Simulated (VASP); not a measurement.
# How a change of volume changes Al2O3 (R-3c), part 2 of 3

Wanted: the response of Al2O3 to a change of volume, as a table, with a fit that predicts a row left out.

VASP 6.6.1, plane waves and PAW; the level of theory is named at each step.

So far: Starting point; Relax the crystal, LDA; Relax at fixed volume, LDA.

## Step 4: Dielectric response, LDA

Linear response gives the dielectric tensors, Born charges and zone-centre modes.

Level: LDA; plane waves and PAW (Al, O).

The input, INCAR:

```
SYSTEM = Al2O3
PREC = Accurate
ENCUT = 600
EDIFF = 1E-08
NELM = 120
ISMEAR = 0
SIGMA = 0.02
LREAL = .FALSE.
ALGO = Normal
GGA = CA
NBANDS = 34
LASPH = .TRUE.
LWAVE = .FALSE.
LCHARG = .FALSE.
KPAR = 8
LEPSILON = .TRUE.
IBRION = 8
NSW = 1
```

The input, POSCAR:

```
Al2O3
1.0
    2.3959398417      1.3832965124      4.3590802159
   -2.3959398417      1.3832965124      4.3590802159
    0.0000000000     -2.7665930248      4.3590802159
Al O
4 6
Direct
    0.3520377971      0.3520377971      0.3520377971
    0.1479622029      0.1479622029      0.1479622029
    0.6479622029      0.6479622029      0.6479622029
    0.8520377971      0.8520377971      0.8520377971
    0.5553377421      0.9446622579      0.2500000000
    0.2500000000      0.5553377421      0.9446622579
    0.9446622579      0.2500000000      0.5553377421
    0.4446622579      0.0553377421      0.7500000000
    0.7500000000      0.4446622579      0.0553377421
    0.0553377421      0.7500000000      0.4446622579
```

The input, KPOINTS:

```
Automatic mesh
0
Gamma
6 6 6
0 0 0
```

The projector-augmented-wave data sets are Al and O (LDA family, release 64).

Run with:

```
mpirun -np 8 vasp_std
```

Log:

```text
[... set-up lines as in an earlier step ...]
 entering main loop
       N       E                     dE             d eps       ncg     rms          rms(c)
DAV:   1     0.246306200194E+03    0.24631E+03   -0.27588E+04  2176   0.151E+03
DAV:   2    -0.771950702459E+02   -0.32350E+03   -0.31269E+03  2818   0.306E+02
DAV:   3    -0.912350079718E+02   -0.14040E+02   -0.13988E+02  2790   0.653E+01
DAV:   4    -0.913441731597E+02   -0.10917E+00   -0.10909E+00  2744   0.660E+00
[...]
DAV:  12    -0.830398919928E+02   -0.29987E-06   -0.44482E-06  2692   0.142E-02    0.691E-03
DAV:  13    -0.830398916028E+02    0.38994E-06   -0.14458E-06  2686   0.700E-03    0.167E-03
DAV:  14    -0.830398915993E+02    0.35016E-08   -0.67713E-08  2560   0.155E-03
   1 F= -.83039892E+02 E0= -.83039892E+02  d E =-.206477E-27
 Linear response reoptimize wavefunctions to high precision
DAV:   1    -0.830398915994E+02   -0.93223E-10   -0.32353E-09  1918   0.314E-04
DAV:   2    -0.830398915995E+02   -0.97771E-10   -0.49308E-10  1370   0.139E-04
 Linear response G [H, r] |phi>, progress :
  Direction:   1
       N       E                     dE             d eps       ncg     rms
RMM:   1    -0.195685572201E+03   -0.19569E+03    0.13110E+02  5068   0.922E+01
RMM:   2    -0.171070555407E+03    0.24615E+02   -0.10535E+01  3778   0.182E+01
RMM:   3    -0.171117043557E+03   -0.46488E-01   -0.11116E-01  3927   0.181E+00
RMM:   4    -0.171118536229E+03   -0.14927E-02   -0.26608E-03  4083   0.237E-01
[...]
RMM:   8    -0.171118563630E+03   -0.95915E-06   -0.51840E-04  4134   0.161E-02
RMM:   9    -0.171118564078E+03   -0.44850E-06   -0.44436E-04  3928   0.160E-02
RMM:  10    -0.171118565631E+03   -0.15527E-05    0.81679E-05  3891   0.161E-02
 Linear response G [H, r] |phi>, progress :
  Direction:   2
       N       E                     dE             d eps       ncg     rms
RMM:   1    -0.197153349396E+03   -0.19715E+03    0.12850E+02  5046   0.924E+01
RMM:   2    -0.173001963293E+03    0.24151E+02   -0.10492E+01  3771   0.182E+01
RMM:   3    -0.173049425176E+03   -0.47462E-01   -0.10771E-01  3916   0.179E+00
RMM:   4    -0.173050794034E+03   -0.13689E-02   -0.23335E-03  4082   0.236E-01
[...]
RMM:   8    -0.173050815889E+03   -0.95204E-06   -0.17791E-04  4129   0.172E-02
RMM:   9    -0.173050815872E+03    0.17185E-07   -0.13324E-04  3913   0.172E-02
RMM:  10    -0.173050816481E+03   -0.60982E-06   -0.30574E-04  3879   0.172E-02
 Linear response G [H, r] |phi>, progress :
  Direction:   3
       N       E                     dE             d eps       ncg     rms
RMM:   1    -0.195616781641E+03   -0.19562E+03    0.12606E+02  4923   0.923E+01
RMM:   2    -0.172029106003E+03    0.23588E+02   -0.98255E+00  3799   0.175E+01
RMM:   3    -0.172071486304E+03   -0.42380E-01   -0.10182E-01  3868   0.173E+00
[...]
RMM:  10    -0.815010479552E-02   -0.44222E-07    0.75843E-08  5202   0.921E-05    0.925E-06
RMM:  11    -0.815009390015E-02    0.10895E-07    0.74362E-08  5230   0.800E-05    0.234E-06
RMM:  12    -0.815009672948E-02   -0.28293E-08    0.58717E-08  5177   0.754E-05    0.858E-07
 first order change of Fermi-energy  -0.11554E+00
 force on displaced ion       1 direction 3 :   0.000  -0.000 -17.220
 Born effective charge ion    1 direction 3 :   0.000   0.000   2.936
 Linear response progress:
  Degree of freedom:   3/  5
       N       E                     dE             d eps       ncg     rms          rms(c)
RMM:   1    -0.367986059830E+00   -0.36799E+00    0.38666E-01  8882   0.303E+00
RMM:   2    -0.363684980692E+00    0.43011E-02   -0.65663E-03  7997   0.390E-01    0.168E-01
RMM:   3    -0.364634589145E+00   -0.94961E-03   -0.11867E-03  7442   0.158E-01    0.839E-02
RMM:   4    -0.366403486682E+00   -0.17689E-02   -0.10835E-03  7868   0.139E-01    0.182E-02
[...]
RMM:  12    -0.366445975757E+00    0.29156E-07    0.46670E-07  9134   0.472E-04    0.177E-06
RMM:  13    -0.366445989240E+00   -0.13483E-07    0.81687E-08  9220   0.469E-04    0.820E-07
RMM:  14    -0.366445986764E+00    0.24752E-08   -0.48033E-08  9192   0.465E-04    0.249E-07
 first order change of Fermi-energy  -0.58174E+00
 force on displaced ion       5 direction 1 : -16.613   0.000  -0.000
 Born effective charge ion    5 direction 1 :  -2.075   0.000   0.000
 Linear response progress:
  Degree of freedom:   4/  5
       N       E                     dE             d eps       ncg     rms          rms(c)
RMM:   1    -0.368058378125E+00   -0.36806E+00    0.35974E-01 14848   0.299E+00
RMM:   2    -0.363706265351E+00    0.43521E-02   -0.60306E-03 12971   0.377E-01    0.164E-01
RMM:   3    -0.364679863719E+00   -0.97360E-03   -0.10824E-03 12115   0.151E-01    0.821E-02
RMM:   4    -0.366447920703E+00   -0.17681E-02   -0.10474E-03 12885   0.138E-01    0.170E-02
[...]
RMM:  12    -0.366453493373E+00   -0.48783E-07    0.33109E-07 15032   0.441E-04    0.184E-06
RMM:  13    -0.366453478438E+00    0.14935E-07   -0.79963E-08 15145   0.438E-04    0.602E-07
RMM:  14    -0.366453483707E+00   -0.52698E-08    0.30090E-09 15253   0.435E-04    0.376E-07
 first order change of Fermi-energy  -0.15513E-04
 force on displaced ion       5 direction 2 :  -0.001 -17.250   4.999
 Born effective charge ion    5 direction 2 :   0.000  -1.876   0.352
 Linear response progress:
  Degree of freedom:   5/  5
       N       E                     dE             d eps       ncg     rms          rms(c)
RMM:   1    -0.368456828941E+00   -0.36846E+00    0.36249E-01 14705   0.298E+00
RMM:   2    -0.364533390271E+00    0.39234E-02   -0.60203E-03 13261   0.375E-01    0.162E-01
RMM:   3    -0.365539464907E+00   -0.10061E-02   -0.10865E-03 12067   0.151E-01    0.811E-02
RMM:   4    -0.367306770341E+00   -0.17673E-02   -0.10469E-03 13012   0.134E-01    0.181E-02
[...]
RMM:  11    -0.367359976988E+00    0.49438E-07   -0.12253E-07 14788   0.471E-04    0.345E-06
RMM:  12    -0.367360014214E+00   -0.37226E-07    0.18159E-07 14948   0.466E-04    0.894E-07
RMM:  13    -0.367360013684E+00    0.52976E-09    0.19726E-08 15054   0.464E-04    0.601E-07
 first order change of Fermi-energy   0.57682E-04
 force on displaced ion       5 direction 3 :   0.001   4.999 -14.392
 Born effective charge ion    5 direction 3 :  -0.000   0.258  -1.958
 Born effective charges drift removed
 Linear response finished
```

Run time: 5.3 min. Hardware: 8 MPI ranks of Intel Xeon 6975P-C (Granite Rapids), shared host; peak memory 7.9 GiB; 42 min of CPU time.

Parts of OUTCAR (step 4):

```text
  LATTYP: Found a trigonal (rhomboedric) cell.
 ALAT       =     5.1629078333
 COS(alpha) =     0.5692819520

 Subroutine GETGRP returns: Found 12 space group operations
 (whereof  6 operations were pure point group operations)

The static configuration has the point symmetry S_6 .
 The point group associated with its full space group is D_3d.

 Found     32 irreducible k-points:

   k-points           NKPTS =     32   k-points in BZ     NKDIM =     32   number of bands    NBANDS=     34

   dimension x,y,z NGX =    42 NGY =   42 NGZ =   42
   dimension x,y,z NGXF=    84 NGYF=   84 NGZF=   84

   ENCUT  =  600.0 eV  44.10 Ry    6.64 a.u.  10.31 10.31 10.31*2*pi/ulx,y,z

   NELECT =      48.0000    total number of electrons

  Total       -5.0351825     -5.0351825     -5.0647259      0.0000000     -0.0000000      0.0000000
  in kB      -93.0654538    -93.0654538    -93.6115047      0.0000000     -0.0000000      0.0000000
  external PRESSURE =     -93.2474708 kB  Pullay stress =       0.0000000 kB

 POSITION                                       TOTAL-FORCE (eV/Angst)
 -----------------------------------------------------------------------------------
      0.00000      0.00000      4.60368         0.000000     -0.000000      0.000581
      0.00000      0.00000      1.93494         0.000000     -0.000000     -0.000581
      0.00000      0.00000      8.47356         0.000000     -0.000000     -0.000581
      0.00000      0.00000     11.14230         0.000000     -0.000000      0.000581
     -0.93280      1.38330      7.62839        -0.002294     -0.000000      0.000000
     -0.73157     -1.49948      7.62839         0.001147     -0.001987      0.000000
      1.66437      0.11618      7.62839         0.001147      0.001987      0.000000
      0.93280     -1.38330      5.44885         0.002294     -0.000000      0.000000
      0.73157      1.49948      5.44885        -0.001147      0.001987      0.000000
     -1.66437     -0.11618      5.44885        -0.001147     -0.001987      0.000000
 -----------------------------------------------------------------------------------
    total drift:                                0.000000     -0.000000      0.000000

 MACROSCOPIC STATIC DIELECTRIC TENSOR (including local field effects in DFT)
 ------------------------------------------------------
           3.276957     0.000000     0.000000
          -0.000000     3.276957     0.000000
           0.000000     0.000000     3.238359
 ------------------------------------------------------

 PIEZOELECTRIC TENSOR (including local field effects)  for field in x, y, z        (C/m^2)
          XX          YY          ZZ          XY          YZ          ZX
  --------------------------------------------------------------------------------
  x     0.00000     0.00000     0.00000     0.00000     0.00000     0.00000
  y     0.00000     0.00000     0.00000     0.00000     0.00000     0.00000
  z     0.00000     0.00000     0.00000     0.00000     0.00000     0.00000

 BORN EFFECTIVE CHARGES (including local field effects) (in |e|, cummulative output)
 ---------------------------------------------------------------------------------
 ion    1
    1     2.96348    -0.02856     0.00000
    2     0.02856     2.96348     0.00000
    3     0.00000    -0.00000     2.93608
 ion    2
    1     2.96348     0.02856    -0.00000
    2    -0.02856     2.96348     0.00000
    3     0.00000     0.00000     2.93608
 ion    3
    1     2.96348    -0.02856     0.00000
    2     0.02856     2.96348    -0.00000
    3     0.00000     0.00000     2.93608
 ion    4
    1     2.96348     0.02856    -0.00000
    2    -0.02856     2.96348     0.00000
    3     0.00000     0.00000     2.93608
 ion    5
    1    -2.07514     0.00000     0.00000
    2     0.00000    -1.87617     0.25781
    3     0.00000     0.35234    -1.95739
 ion    6
    1    -1.92591     0.08616    -0.22327
    2     0.08616    -2.02540    -0.12890
    3    -0.30513    -0.17617    -1.95739
 ion    7
    1    -1.92591    -0.08616     0.22327
    2    -0.08616    -2.02540    -0.12890
    3     0.30513    -0.17617    -1.95739
 ion    8
    1    -2.07514     0.00000     0.00000
    2     0.00000    -1.87617     0.25781
    3     0.00000     0.35234    -1.95739
 ion    9
    1    -1.92591     0.08616    -0.22327
    2     0.08616    -2.02540    -0.12890
    3    -0.30513    -0.17617    -1.95739
 ion   10
    1    -1.92591    -0.08616     0.22327
    2    -0.08616    -2.02540    -0.12890
    3     0.30513    -0.17617    -1.95739

 Eigenvectors and eigenvalues of the dynamical matrix
 ----------------------------------------------------

   1 f  =   21.377543 THz   134.319066 2PiTHz  713.078091 cm-1    88.410376 meV
             X         Y         Z           dx          dy          dz
      0.000000  0.000000  4.603683     0.000000   -0.000000   -0.061371
      0.000000  0.000000  1.934937    -0.000000   -0.000000   -0.061371
      0.000000  0.000000  8.473558    -0.000000    0.000000    0.061371
      0.000000  0.000000 11.142303     0.000000    0.000000    0.061371
     -0.932798  1.383297  7.628390     0.000000    0.225951   -0.336306
     -0.731571 -1.499475  7.628390    -0.195679   -0.112975   -0.336306
      1.664369  0.116179  7.628390     0.195679   -0.112975   -0.336306
      0.932798 -1.383297  5.448850    -0.000000   -0.225951    0.336306
[...]
-0.932798  1.383297  7.628390     0.372317    0.000000   -0.000000
     -0.731571 -1.499475  7.628390    -0.186158    0.322436    0.000000
      1.664369  0.116179  7.628390    -0.186158   -0.322436   -0.000000
      0.932798 -1.383297  5.448850     0.372317   -0.000000   -0.000000
      0.731571  1.499475  5.448850    -0.186158    0.322436    0.000000
     -1.664369 -0.116179  5.448850    -0.186158   -0.322436   -0.000000

   5 f  =   18.289569 THz   114.916752 2PiTHz  610.074356 cm-1    75.639546 meV
             X         Y         Z           dx          dy          dz
      0.000000  0.000000  4.603683    -0.000000   -0.000000   -0.066838
      0.000000  0.000000  1.934937    -0.000000    0.000000    0.066838
      0.000000  0.000000  8.473558     0.000000    0.000000    0.066838
      0.000000  0.000000 11.142303     0.000000   -0.000000   -0.066838
     -0.932798  1.383297  7.628390    -0.404584    0.000000   -0.000000
     -0.731571 -1.499475  7.628390     0.202292   -0.350380   -0.000000
      1.664369  0.116179  7.628390     0.202292    0.350380    0.000000
      0.932798 -1.383297  5.448850     0.404584    0.000000   -0.000000
      0.731571  1.499475  5.448850    -0.202292    0.350380    0.000000
     -1.664369 -0.116179  5.448850    -0.202292   -0.350380   -0.000000

   6 f  =   17.967631 THz   112.893952 2PiTHz  599.335642 cm-1    74.308116 meV
             X         Y         Z           dx          dy          dz
      0.000000  0.000000  4.603683     0.081680    0.083498    0.000000
      0.000000  0.000000  1.934937     0.081672   -0.083505   -0.000000
      0.000000  0.000000  8.473558     0.081680    0.083498    0.000000
      0.000000  0.000000 11.142303     0.081672   -0.083505   -0.000000
     -0.932798  1.383297  7.628390     0.319743    0.000022   -0.000000
     -0.731571 -1.499475  7.628390    -0.266107   -0.338256   -0.001929
      1.664369  0.116179  7.628390    -0.266140    0.338244    0.001929
      0.932798 -1.383297  5.448850     0.319743    0.000022   -0.000000
      0.731571  1.499475  5.448850    -0.266107   -0.338256   -0.001929
     -1.664369 -0.116179  5.448850    -0.266140    0.338244    0.001929

   7 f  =   17.967631 THz   112.893952 2PiTHz  599.335642 cm-1    74.308116 meV
             X         Y         Z           dx          dy          dz
      0.000000  0.000000  4.603683     0.083498   -0.081680   -0.000000
      0.000000  0.000000  1.934937    -0.083505   -0.081672   -0.000000
      0.000000  0.000000  8.473558     0.083498   -0.081680   -0.000000
      0.000000  0.000000 11.142303    -0.083505   -0.081672   -0.000000
     -0.932798  1.383297  7.628390    -0.000015    0.461412   -0.002227
     -0.731571 -1.499475  7.628390     0.338263   -0.124438    0.001114
      1.664369  0.116179  7.628390    -0.338238   -0.124470    0.001114
      0.932798 -1.383297  5.448850    -0.000015    0.461412   -0.002227
      0.731571  1.499475  5.448850     0.338263   -0.124438    0.001114
     -1.664369 -0.116179  5.448850    -0.338238   -0.124470    0.001114

   8 f  =   17.334499 THz   108.915869 2PiTHz  578.216646 cm-1    71.689695 meV
             X         Y         Z           dx          dy          dz
      0.000000  0.000000  4.603683     0.000000    0.000000   -0.455993
      0.000000  0.000000  1.934937     0.000000   -0.000000    0.455993
      0.000000  0.000000  8.473558     0.000000    0.000000   -0.455993
      0.000000  0.000000 11.142303     0.000000   -0.000000    0.455993
     -0.932798  1.383297  7.628390    -0.167472   -0.000000    0.000000
     -0.731571 -1.499475  7.628390     0.083736   -0.145035   -0.000000
      1.664369  0.116179  7.628390     0.083736    0.145035    0.000000
      0.932798 -1.383297  5.448850    -0.167472   -0.000000    0.000000
      0.731571  1.499475  5.448850     0.083736   -0.145035   -0.000000
     -1.664369 -0.116179  5.448850     0.083736    0.145035    0.000000

   9 f  =   16.478794 THz   103.539314 2PiTHz  549.673391 cm-1    68.150784 meV
             X         Y         Z           dx          dy          dz
      0.000000  0.000000  4.603683     0.405247   -0.195559   -0.000000
      0.000000  0.000000  1.934937     0.405245    0.195562    0.000000
      0.000000  0.000000  8.473558    -0.405247    0.195559    0.000000
      0.000000  0.000000 11.142303    -0.405245   -0.195562   -0.000000
     -0.932798  1.383297  7.628390     0.241367    0.000000   -0.000000
     -0.731571 -1.499475  7.628390     0.082833   -0.091528    0.056247
      1.664369  0.116179  7.628390     0.082834    0.091530   -0.056247
      0.932798 -1.383297  5.448850    -0.241367   -0.000000    0.000000
      0.731571  1.499475  5.448850    -0.082833    0.091528   -0.056247
     -1.664369 -0.116179  5.448850    -0.082834   -0.091530    0.056247
    [... 271 further lines ...]
      0.731571  1.499475  5.448850     0.161507    0.228808    0.000044
     -1.664369 -0.116179  5.448850     0.161653    0.228911   -0.000004

 MACROSCOPIC STATIC DIELECTRIC TENSOR IONIC CONTRIBUTION
 ------------------------------------------------------
           6.677944    -0.000000    -0.000000
          -0.000000     6.677944     0.000000
          -0.000000     0.000000     8.825510
 ------------------------------------------------------

 ELASTIC MODULI CONTR FROM IONIC RELAXATION (kBar)
 Direction    XX          YY          ZZ          XY          YZ          ZX
 --------------------------------------------------------------------------------
 XX        -332.0189    145.8949    118.0577     -0.0000    123.9123      0.0000
 YY         145.8949   -332.0189    118.0577      0.0000   -123.9123     -0.0000
 ZZ         118.0577    118.0577   -177.6747      0.0000     -0.0000     -0.0000
 XY          -0.0000      0.0000      0.0000   -238.9683      0.0000    123.6052
 YZ         123.9123   -123.9123     -0.0000      0.0000   -131.1936     -0.0000
 ZX           0.0000     -0.0000     -0.0000    123.6052     -0.0000   -130.1892
 --------------------------------------------------------------------------------

 PIEZOELECTRIC TENSOR IONIC CONTR  for field in x, y, z        (C/m^2)
          XX          YY          ZZ          XY          YZ          ZX
  --------------------------------------------------------------------------------
  x     0.00000    -0.00000    -0.00000     0.00000    -0.00000     0.00000
  y    -0.00000     0.00000    -0.00000    -0.00000     0.00000     0.00000
  z    -0.00000     0.00000     0.00000    -0.00000    -0.00000     0.00000

[... 1 part as in an earlier step ...]

[... 3 further parts left out ...]
```

CONTCAR:

```
Al2O3
   1.00000000000000
     2.3959398417000002    1.3832965124000001    4.3590802158999997
    -2.3959398417000002    1.3832965124000001    4.3590802158999997
     0.0000000000000000   -2.7665930248000001    4.3590802158999997
  Al              O
     4     6
Direct
     0.3520377971000030    0.3520377971000030    0.3520377971000030
     0.1479622028999970    0.1479622028999970    0.1479622028999970
     0.6479622028999970    0.6479622028999970    0.6479622028999970
     0.8520377971000030    0.8520377971000030    0.8520377971000030
     0.5553377421000008    0.9446622578999992    0.2500000000000000
     0.2500000000000000    0.5553377421000008    0.9446622578999992
     0.9446622578999992    0.2500000000000000    0.5553377421000008
     0.4446622578999992    0.0553377421000008    0.7500000000000000
     0.7500000000000000    0.4446622578999992    0.0553377421000008
     0.0553377421000008    0.7500000000000000    0.4446622578999992
```

This run gave:

* ε∞, diagonal: 3.28, 3.28, 3.24

(Part 2 of 3 ends here.)

[Lines on the potential files, build, host, timing and source positions are cut from VASP's logs without a mark.]

[Logs are printed without paths, hosts, clocks, repeated set-up lines and the standing remarks that a program may print on its own settings, such as how far it seeks lower states.]

[Hosts, paths, dates, database ids (printed as entryN), source tags and the programs' standing remarks are cut or masked in the printed files.]

[In band tables of VASP the shares of atoms and orbitals are scaled to a sum of 1 inside the atoms' spheres.]
